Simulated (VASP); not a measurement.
Input:

```
CELL_PARAMETERS angstrom
      0.00000     1.42822     1.42822
      1.42822     0.00000     1.42822
      1.42822     1.42822     0.00000
ATOMIC_POSITIONS crystal
  B  0.00000 0.00000 0.00000
```

Level of theory: PBEsol GGA, VASP's PBE PAW potentials (set 64) (plane waves; VASP). Run with 520 eV cut-off, Gaussian smearing of 0.050 eV, potentials B.

Give the energies of bands 1 to 4 at the high-symmetry points, in eV from the Fermi level.

```tsv
band	Γ	X	U	L	W
1	-19.33	-7.30	-5.15	-10.14	-3.03
2	16.15	-0.26	-3.39	-5.64	-3.03
3	16.15	6.14	1.98	13.17	0.12
4	16.15	6.14	7.95	13.17	4.54
```

It has no gap at this level: it comes out as a metal or semimetal.

The structure was generated: B was put into the fcc type (Fm-3m), which need not be its known phase. It was relaxed first.
